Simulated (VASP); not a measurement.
# Mo$_{2}$AsP$_{3}$ (space group Cm): computed properties

Level of theory: PBEsol GGA, VASP's PBE PAW potentials (set 64) (plane waves; VASP).

```
Quantity                                                                                            Value
----------------------------------  ---------------------------------------------------------------------
space group                                                                                        Cm (8)
cell                                a = 11.3050 Å, b = 3.1476 Å, c = 5.0285 Å, α = γ = 90.00°, β = 90.90°
volume per atom                                                                             14.91 Å³/atom
band gap (over mesh and band path)                               none (metal, semimetal or under 0.01 eV)
band gap with spin-orbit coupling                                                         none (metallic)
density                                                                                        6.68 g/cm³
```

```
CELL_PARAMETERS angstrom
      5.65250    -1.57378    -0.00317
      5.65250     1.57378    -0.00317
     -0.07574     0.00000     5.02790
ATOMIC_POSITIONS crystal
  Mo 0.09119 0.09119 0.50255
  Mo 0.90956 0.90956 0.99292
  P  0.70117 0.70117 0.80310
  P  0.43405 0.43405 0.62651
  P  0.56925 0.56925 0.11891
  As 0.29478 0.29478 0.29801
```

The structure comes from a computed database's Mo2AsP3 entry (Cm); how it stands against other phases isn't given here. It was relaxed first. Symmetry was kept, so distortions that lower it aren't found.
